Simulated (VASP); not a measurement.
```
NaF
1.0
    0.00000     2.31500     2.31500
    2.31500     0.00000     2.31500
    2.31500     2.31500     0.00000
Na F
1 1
Direct
  0.00000   0.00000   0.00000
  0.50000   0.50000   0.50000
```

Calculation: PBE GGA, VASP's PBE PAW potentials (set 64) (plane waves; VASP 6.6.1). Numerical set-up: 800 eV cut-off, 9×9×9 Γ-centred mesh, Gaussian smearing of 0.050 eV, potentials Na_pv F_h.

### Question
Give the stress tensor in GPa (positive for a compressed cell).

### Answer

```
-1.61   0.00   0.00
 0.00  -1.61   0.00
 0.00   0.00  -1.61
```
The pressure is its mean diagonal, -1.61 GPa.

The compound is NaF in the rock salt structure. The cell was not relaxed at this level. The run is one of a series of settings (ENCUT = 800, POTCAR Na_pv F_h (PBE.64 set) against the base run), some of them coarse on purpose.
